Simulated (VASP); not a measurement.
# YTl (Pm-3m) in VASP: a series of runs

One crystal, YTl, is run at these levels: LDA; tasks: single point.

Program: VASP 6.6.1. These are calculated values, not measurements. Logs are shortened: lines on timing, memory, paths and dates and some standing lists are left out, and cuts for length are marked.

**1. The structure**

The structure is cubic, space group Pm-3m (No. 221). The conventional cell has a = 3.751 Å, b = 3.751 Å, c = 3.751 Å, α = 90.00°, β = 90.00°, γ = 90.00°. Y (site symmetry m-3m) has 8 Tl at 3.25 Å as nearest neighbours. Around Tl (site symmetry m-3m) lie 8 Y at 3.25 Å.

**2. Single point, LDA**

Input file INCAR:

```
PREC     = Accurate       # precision mode
ENCUT    = 520            # plane-wave cutoff, eV
EDIFF    = 1E-6           # SCF threshold, eV
ISMEAR   = 0              # smearing method
SIGMA    = 0.15           # smearing width, eV
LREAL    = F              # projectors in reciprocal space
LASPH    = T              # aspherical terms in the spheres
NELM     = 100            # most SCF steps
ALGO     = Normal         # electronic algorithm
ISIF     = 2              # what is computed and relaxed
LWAVE    = F              # write WAVECAR
LCHARG   = F              # write CHGCAR
NBANDS   = 19             # bands
```

Input file KPOINTS:

```
Automatic mesh
0
Gamma
  12 12 12
```

Input file POSCAR:

```
YTl
1.0
    3.7510000000      0.0000000000      0.0000000000
    0.0000000000      3.7510000000      0.0000000000
    0.0000000000      0.0000000000      3.7510000000
Y Tl
1 1
Direct
    0.5000000000      0.5000000000      0.5000000000
    0.0000000000      0.0000000000      0.0000000000
```

Potentials or basis: VASP PAW LDA potentials, release 64 (Y_sv, Tl_d).

The run is started by

```
$ cat potpaw_LDA.64/Y_sv/POTCAR potpaw_LDA.64/Tl_d/POTCAR > POTCAR
$ mpirun -np 1 vasp_std > vasp.out
```

OUTCAR:

```text
PREC = Accurate
   ENCUT = 520
   EDIFF = 1E-6
   ISMEAR = 0
   LREAL = F
   LASPH = T
   NELM = 100
   ISIF = 2

 ion  position               nearest neighbor table
   1  0.500  0.500  0.500-   2 3.25   2 3.25   2 3.25   2 3.25   2 3.25   2 3.25   2 3.25   2 3.25

   2  0.000  0.000  0.000-   1 3.25   1 3.25   1 3.25   1 3.25   1 3.25   1 3.25   1 3.25   1 3.25

  LATTYP: Found a simple cubic cell.
 ALAT       =     3.7510000000

  Lattice vectors:

 A1 = (   3.7510000000,   0.0000000000,   0.0000000000)
 A2 = (   0.0000000000,   3.7510000000,   0.0000000000)
 A3 = (   0.0000000000,   0.0000000000,   3.7510000000)

Analysis of symmetry for initial positions (statically):
=====================================================================
 Subroutine PRICEL returns:
 Original cell was already a primitive cell.

 Routine SETGRP: Setting up the symmetry group for a
 simple cubic supercell.

 Subroutine GETGRP returns: Found 48 space group operations
 (whereof 48 operations were pure point group operations)
 out of a pool of 48 trial point group operations.

The static configuration has the point symmetry O_h .

Analysis of symmetry for dynamics (positions and initial velocities):
=====================================================================
 Subroutine PRICEL returns:
 Original cell was already a primitive cell.

 Routine SETGRP: Setting up the symmetry group for a
 simple cubic supercell.

 Subroutine GETGRP returns: Found 48 space group operations
 (whereof 48 operations were pure point group operations)
 out of a pool of 48 trial point group operations.

The dynamic configuration has the point symmetry O_h .

 Subroutine INISYM returns: Found 48 space group operations
 (whereof 48 operations are pure point group operations),
 and found     1 'primitive' translations

----------------------------------------------------------------------------------------

                                     Primitive cell

  volume of cell :      52.7766

  direct lattice vectors                    reciprocal lattice vectors
     3.751000000  0.000000000  0.000000000     0.266595575  0.000000000  0.000000000
     0.000000000  3.751000000  0.000000000     0.000000000  0.266595575  0.000000000
     0.000000000  0.000000000  3.751000000     0.000000000  0.000000000  0.266595575

  length of vectors
     3.751000000  3.751000000  3.751000000     0.266595575  0.266595575  0.266595575

  position of ions in fractional coordinates (direct lattice)
     0.500000000  0.500000000  0.500000000
     0.000000000  0.000000000  0.000000000

  ion indices of the primitive-cell ions
   primitive index   ion index
                 1           1
                 2           2

----------------------------------------------------------------------------------------

 KPOINTS: Automatic mesh

Automatic generation of k-mesh.
 Grid dimensions read from file:
 generate k-points for:   12   12   12

 Generating k-lattice:

  Cartesian coordinates                     Fractional coordinates (reciprocal lattice)
     0.022216298  0.000000000  0.000000000     0.083333333  0.000000000  0.000000000
     0.000000000  0.022216298  0.000000000     0.000000000  0.083333333  0.000000000
     0.000000000  0.000000000  0.022216298     0.000000000  0.000000000  0.083333333

  Length of vectors
     0.022216298  0.022216298  0.022216298

  Shift w.r.t. Gamma in fractional coordinates (k-lattice)
     0.000000000  0.000000000  0.000000000

 Subroutine IBZKPT returns following result:
 ===========================================

 Found     84 irreducible k-points:

 Following reciprocal coordinates:
            Coordinates               Weight
  0.000000  0.000000  0.000000      1.000000
  0.083333  0.000000  0.000000      6.000000
  0.166667  0.000000  0.000000      6.000000
  0.250000  0.000000  0.000000      6.000000
  0.333333  0.000000  0.000000      6.000000
  0.416667  0.000000  0.000000      6.000000
[... 16 lines left out ...]
  0.333333  0.333333  0.000000     12.000000
  0.416667  0.333333  0.000000     24.000000
 [... further k-points ...]
   k-points           NKPTS =     84   k-points in BZ     NKDIM =     84   number of bands    NBANDS=     19
   number of dos      NEDOS =    301   number of ions     NIONS =      2
   total plane-waves  NPLWV =  21952
   dimension x,y,z NGX =    28 NGY =   28 NGZ =   28
   dimension x,y,z NGXF=    56 NGYF=   56 NGZF=   56
   ions per type =               1   1
   NGX,Y,Z   is equivalent  to a cutoff of  12.41, 12.41, 12.41 a.u.
   NGXF,Y,Z  is equivalent  to a cutoff of  24.82, 24.82, 24.82 a.u.
 SYSTEM =  unknown system
   PREC   = accura    normal or accurate (medium, high low for compatibility)
   ISTART =      0    job   : 0-new  1-cont  2-samecut
   ICHARG =      2    charge: 1-file 2-atom 10-const
   ISPIN  =      1    spin polarized calculation?
   LNONCOLLINEAR =      F non collinear calculations
   LSORBIT =      F    spin-orbit coupling
   LASPH  =      T    aspherical Exc in radial PAW
   ENCUT  =  520.0 eV  38.22 Ry    6.18 a.u.   6.97  6.97  6.97*2*pi/ulx,y,z
   NELM   =    100;   NELMIN=  2; NELMDL= -5     # of ELM steps
   EDIFF  = 0.1E-05   stopping-criterion for ELM
   LREAL  =      F    real-space projection
   EDIFFG = 0.1E-04   stopping-criterion for IOM
   NSW    =      0    number of steps for IOM
   IBRION =     -1    ionic relax: 0-MD 1-quasi-New 2-CG
   NFREE  =      0    steps in history (QN), initial steepest desc. (CG)
   ISIF   =      2    stress and relaxation
   ISYM   =      2    0-nonsym 1-usesym 2-fastsym
   POTIM  = 0.5000    time-step for ionic-motion
   TEBEG  =    0.0;   TEEND  =   0.0 temperature during run
   PSTRESS=    0.0 pullay stress
   NELECT =      24.0000    total number of electrons
   NUPDOWN=      -1.0000    fix difference up-down
   EMIN   =  10.00;   EMAX   =-10.00  energy-range for DOS
   EFERMI =   0.00;   METHOD = LEGACY
   ISMEAR =     0;   SIGMA  =   0.15  broadening in eV -4-tet -1-fermi 0-gaus
   EFERMI_NEDOS =   21; number of points for ismear=-14 and -15
   IALGO  =     38    algorithm
   IMIX   =      4    mixing-type and parameters
     AMIX     =   0.40;   BMIX     =  1.00
     AMIX_MAG =   1.60;   BMIX_MAG =  1.00
  volume/ion in A,a.u.               =      26.39       178.08
  Fermi-wavevector in a.u.,A,eV,Ry     =   1.258920  2.379014 21.563600  1.584880
  Thomas-Fermi vector in A             =   2.392506
   LORBIT       =      0    0 simple, 1 ext, 2 COOP (PROOUT), +10 PAW based schemes
   GGA     = CA    functional components
   LHFCALC =     F    Hartree Fock is set to
   AEXX    =    0.0000 exact exchange contribution
   IVDW    =     0    specifies the selected vdW correction
   LEPSILON=     F    determine dielectric tensor
   LRPA    =     F    only Hartree local field effects (RPA)
 non-spin polarized calculation
 Gauss-broadening in eV      SIGMA  =   0.15
  energy-cutoff  :      520.00
  volume of cell :       52.78
 maximum number of plane-waves:      1452
 NGX is ok and might be reduce to    28
   NGX = 13   NGY = 13   NGZ = 13

 number of electron      24.0000011 magnetization

 Free energy of the ion-electron system (eV)
  ---------------------------------------------------
  ext. energy  EPLUGINS =         0.00000000
  ---------------------------------------------------
  free energy    TOTEN  =       -10.88532184 eV

  energy without entropy =      -10.86811723  energy(sigma->0) =      -10.87671953

 E-fermi :   5.8993     XC(G=0): -10.7381

 val. band max:        5.8985547114   @ k =   0.5000   0.0000   0.0000
 cond. band min:       5.9262558354   @ k =   0.5000   0.3333   0.3333
 fundamental gap:      0.0277011239
 Fermi energy:         5.8993036080

 k-point     1 :       0.0000    0.0000    0.0000
  band No.  band energies     occupation
      1     -36.9065      2.00000
      2     -16.9458      2.00000
      3     -16.9458      2.00000
      4     -16.9458      2.00000
      5      -5.7968      2.00000
      6      -5.7968      2.00000
[... 11 lines left out ...]
     18       9.3811      0.00000
     19      11.4336      0.00000

 k-point     2 :       0.0833    0.0000    0.0000
  band No.  band energies     occupation
      1     -36.9056      2.00000
      2     -16.9618      2.00000
      3     -16.9448      2.00000
      4     -16.9448      2.00000
      5      -5.7939      2.00000
      6      -5.7777      2.00000
[... 11 lines left out ...]
     18      10.0477      0.00000
     19      12.0469      0.00000

 k-point     3 :       0.1667    0.0000    0.0000
  band No.  band energies     occupation
      1     -36.9031      2.00000
      2     -17.0050      2.00000
      3     -16.9421      2.00000
      4     -16.9421      2.00000
      5      -5.7859      2.00000
      6      -5.7258      2.00000
[... 11 lines left out ...]
     18      10.9385      0.00000
     19      13.0232      0.00000

 k-point     4 :       0.2500    0.0000    0.0000
  band No.  band energies     occupation
      1     -36.8997      2.00000
      2     -17.0632      2.00000
      3     -16.9384      2.00000
      4     -16.9384      2.00000
      5      -5.7750      2.00000
      6      -5.6557      2.00000
[... 11 lines left out ...]
     18      11.8993      0.00000
     19      13.6752      0.00000

 k-point     5 :       0.3333    0.0000    0.0000
  band No.  band energies     occupation
      1     -36.8963      2.00000
      2     -17.1206      2.00000
      3     -16.9346      2.00000
      4     -16.9346      2.00000
      5      -5.7641      2.00000
      6      -5.5954      2.00000
[... 11 lines left out ...]
     18      12.9273      0.00000
     19      13.8223      0.00000

 k-point     6 :       0.4167    0.0000    0.0000
  band No.  band energies     occupation
      1     -36.8938      2.00000
      2     -17.1621      2.00000
      3     -16.9319      2.00000
      4     -16.9319      2.00000
      5      -5.7560      2.00000
      6      -5.6052      2.00000
[... 11 lines left out ...]
     18      13.6770      0.00000
     19      14.0161      0.00000

 k-point     7 :       0.5000    0.0000    0.0000
  band No.  band energies     occupation
      1     -36.8929      2.00000
      2     -17.1771      2.00000
      3     -16.9309      2.00000
      4     -16.9309      2.00000
      5      -5.7531      2.00000
      6      -5.6087      2.00000
[... 11 lines left out ...]
     18      13.5548      0.00000
     19      14.9270      0.00000

 k-point     8 :       0.0833    0.0833    0.0000
  band No.  band energies     occupation
      1     -36.9047      2.00000
      2     -16.9625      2.00000
      3     -16.9588      2.00000
      4     -16.9438      2.00000
      5      -5.7832      2.00000
      6      -5.7665      2.00000
[... 256 lines left out ...]
 k-point    20 :       0.3333    0.2500    0.0000
  band No.  band energies     occupation
      1     -36.8899      2.00000
      2     -17.1030      2.00000
      3     -17.0404      2.00000
      4     -16.9235      2.00000
      5      -5.6969      2.00000
      6      -5.6817      2.00000
[... 11 lines left out ...]
     18      13.0874      0.00000
     19      13.3487      0.00000

 k-point    21 :       0.4167    0.2500    0.0000
  band No.  band energies     occupation
      1     -36.8875      2.00000
      2     -17.1415      2.00000
      3     -17.0355      2.00000
      4     -16.9199      2.00000
      5      -5.7040      2.00000
      6      -5.6896      2.00000
[... 11 lines left out ...]
     18      12.6074      0.00000
     19      13.2701      0.00000

 k-point    22 :       0.5000    0.2500    0.0000
  band No.  band energies     occupation
      1     -36.8866      2.00000
      2     -17.1556      2.00000
      3     -17.0336      2.00000
      4     -16.9186      2.00000
      5      -5.7119      2.00000
      6      -5.6874      2.00000
[... 11 lines left out ...]
     18      12.1613      0.00000
     19      13.3314      0.00000

 k-point    23 :       0.3333    0.3333    0.0000
  band No.  band energies     occupation
      1     -36.8867      2.00000
      2     -17.0986      2.00000
      3     -17.0879      2.00000
      4     -16.9180      2.00000
      5      -5.7221      2.00000
      6      -5.6811      2.00000
[... 11 lines left out ...]
     18      12.5728      0.00000
     19      12.8786      0.00000

 k-point    24 :       0.4167    0.3333    0.0000
  band No.  band energies     occupation
      1     -36.8843      2.00000
      2     -17.1313      2.00000
      3     -17.0863      2.00000
      4     -16.9139      2.00000
      5      -5.7504      2.00000
      6      -5.6738      2.00000
[... 11 lines left out ...]
     18      11.9808      0.00000
     19      12.6292      0.00000

 [... further k-points ...]

------------------------ aborting loop because EDIFF is reached ----------------------------------------

  FORCE on cell =-STRESS in cart. coord.  units (eV):
  Direction    XX          YY          ZZ          XY          YZ          ZX
  --------------------------------------------------------------------------------------
  -------------------------------------------------------------------------------------
  Total       -0.9432919     -0.9432919     -0.9432919      0.0000000      0.0000000      0.0000000
  in kB      -28.6362057    -28.6362057    -28.6362057      0.0000000      0.0000000      0.0000000
  external PRESSURE =     -28.6362057 kB  Pullay stress =       0.0000000 kB

 VOLUME and BASIS-vectors are now :
 -----------------------------------------------------------------------------
  energy-cutoff  :      520.00
  volume of cell :       52.78
      direct lattice vectors                 reciprocal lattice vectors
     3.751000000  0.000000000  0.000000000     0.266595575  0.000000000  0.000000000
     0.000000000  3.751000000  0.000000000     0.000000000  0.266595575  0.000000000
     0.000000000  0.000000000  3.751000000     0.000000000  0.000000000  0.266595575

 POSITION                                       TOTAL-FORCE (eV/Angst)
 -----------------------------------------------------------------------------------
      1.87550      1.87550      1.87550         0.000000      0.000000      0.000000
      0.00000      0.00000      0.00000         0.000000      0.000000      0.000000
 -----------------------------------------------------------------------------------
    total drift:                               -0.000000      0.000000      0.000000

  FREE ENERGIE OF THE ION-ELECTRON SYSTEM (eV)
  ---------------------------------------------------
  free  energy   TOTEN  =       -10.8853218378 eV

  energy  without entropy=      -10.8681172295  energy(sigma->0) =      -10.87671953
```

Run time: 55 s. Hardware: 1 thread of Intel Xeon Platinum 8488C (Sapphire Rapids), shared host; peak memory 0.23 GiB.

Results:

| Item | Value |
| --- | --- |
| Free energy | -10.8853 eV |
| Pressure | -2.9 GPa |
| Band gap on the k mesh | none (metal or under the smearing width) |

**3. Single point, LDA**

Input file INCAR:

```
PREC = Accurate
ENCUT = 520
EDIFF = 1E-6
ISMEAR = 0
SIGMA = 0.15
LREAL = F
LASPH = T
NELM = 100
ALGO = Fast
ISIF = 2
LWAVE = F
LCHARG = F
GGA = CA
NBANDS = 19
```

Input file KPOINTS:

```
regular mesh
0
Gamma
  14 14 14
```

POSCAR is that of step 2.

Potentials or basis: VASP PAW LDA potentials, release 64 (Y_sv, Tl_d).

The run is started by

```
$ cat potpaw_LDA.64/Y_sv/POTCAR potpaw_LDA.64/Tl_d/POTCAR > POTCAR
$ mpirun -np 1 vasp_std > vasp.out
```

It took 81 s on 1 thread of Intel Xeon Platinum 8488C (Sapphire Rapids), shared host; peak memory 0.25 GiB.

The run converged. Its results:

| Quantity | Value |
| --- | --- |
| Free energy | -10.8832 eV |
| Pressure | -2.9 GPa |
| Band gap on the k mesh | none (metal or under the smearing width) |

Levels at points of the mesh, in eV from the Fermi level:
| k point | band 9 | band 10 | band 11 | band 12 | band 13 | band 14 | band 15 | band 16 |
| --- | --- | --- | --- | --- | --- | --- | --- | --- |
| (0.00, 0.00, 0.00) | -11.46 | -9.04 | -0.13 | -0.13 | 3.09 | 3.09 | 3.09 | 3.48 |
| (0.50, 0.00, 0.00) | -11.43 | -6.89 | -4.14 | 0.00 | 0.57 | 0.57 | 3.36 | 4.46 |
| (0.50, 0.50, 0.00) | -11.24 | -6.39 | -1.42 | -1.42 | -0.10 | 2.35 | 2.35 | 4.16 |
| (0.50, 0.50, 0.50) | -11.23 | -4.37 | -2.52 | -2.52 | -2.52 | 4.34 | 4.34 | 4.34 |
